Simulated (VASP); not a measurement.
VASP runs on PbO$_{2}$ (space group P4_2/mnm) share one base input (PBE GGA, plane waves, VASP's PBE PAW potentials (set 64)) and change the settings named in each case.

### POSCAR
```
PbO2
4.960
  1.0000000000   0.0000000000   0.0000000000
  0.0000000000   1.0000000000   0.0000000000
  0.0000000000   0.0000000000   0.6834677419
Pb O
2 4
Cartesian
  0.0000000000   0.0000000000   0.0000000000
  0.5000000000   0.5000000000   0.3417338710
  0.3070000000   0.3070000000   0.0000000000
  0.8070000000   0.1930000000   0.3417338710
  0.1930000000   0.8070000000   0.3417338710
  0.6930000000   0.6930000000   0.0000000000
```

### KPOINTS
```
Automatic mesh
0
Gamma
5 5 7
0 0 0
```

INCAR:
```
SYSTEM = PbO2
PREC = Accurate
ENCUT = 400
EDIFF = 1E-6
NELM = 100
ALGO = Normal
LREAL = .FALSE.
LASPH = .TRUE.
ISMEAR = 0
SIGMA = 0.1
GGA = PE
LMAXMIX = 4
LWAVE = .FALSE.
LCHARG = .FALSE.
ISIF = 2
```

POTCAR, in this order: Pb_d O (PBE.64 set). Program: vasp_std.

```json
[
 {"change": "base run", "E(σ→0) (eV/atom)": "-5.2962", "pressure (GPa)": "3.97", "largest force (eV/Å)": "0.042", "−TS (eV)": "-0.0009"},
 {"change": "GGA removed, POTCAR Pb_d O (LDA.64 set)", "E(σ→0) (eV/atom)": "-6.1185", "pressure (GPa)": "-5.81", "largest force (eV/Å)": "0.047", "−TS (eV)": "-0.0009"},
 {"change": "GGA_COMPAT = .FALSE., LNONCOLLINEAR = .TRUE., LSORBIT = .TRUE., MAGMOM = 0.0 0.0 0.0 0.0 0.0 0.0 0.0 0.0 0.0 0.0 0.0 0.0 0.0 0.0 0.0 0.0 0.0 0.0, program vasp_ncl", "E(σ→0) (eV/atom)": "-5.4154", "pressure (GPa)": "?", "largest force (eV/Å)": "?", "−TS (eV)": "-0.0009"},
 {"change": "KPOINTS 3×3×5 Γ-centred mesh", "E(σ→0) (eV/atom)": "-5.2989", "pressure (GPa)": "4.23", "largest force (eV/Å)": "0.067", "−TS (eV)": "-0.0008"}
]
```

Question: Some entries are withheld; supply them.

Answer: 
- GGA_COMPAT = .FALSE., LNONCOLLINEAR = .TRUE., LSORBIT = .TRUE., MAGMOM = 0.0 0.0 0.0 0.0 0.0 0.0 0.0 0.0 0.0 0.0 0.0 0.0 0.0 0.0 0.0 0.0 0.0 0.0, program vasp_ncl, pressure (GPa): 3.65
- GGA_COMPAT = .FALSE., LNONCOLLINEAR = .TRUE., LSORBIT = .TRUE., MAGMOM = 0.0 0.0 0.0 0.0 0.0 0.0 0.0 0.0 0.0 0.0 0.0 0.0 0.0 0.0 0.0 0.0 0.0 0.0, program vasp_ncl, largest force (eV/Å): 0.033

Energies of different potentials or functionals have different zeros.  Unless said otherwise, spin-orbit coupling is left out, though it shifts the bands of the heavy elements here. At 400 eV the pressure can carry a Pulay error.

Left out are runs that ran out of time, are held back, or changed the cell or the kind of run, fixed moments of cells without a moment, rows past the twelfth, gaps on odd meshes, pressures of charged cells and columns that move by less than the noise.

The structure is a typed PbO2 crystal (P4_2/mnm). The cell was not relaxed at this level.
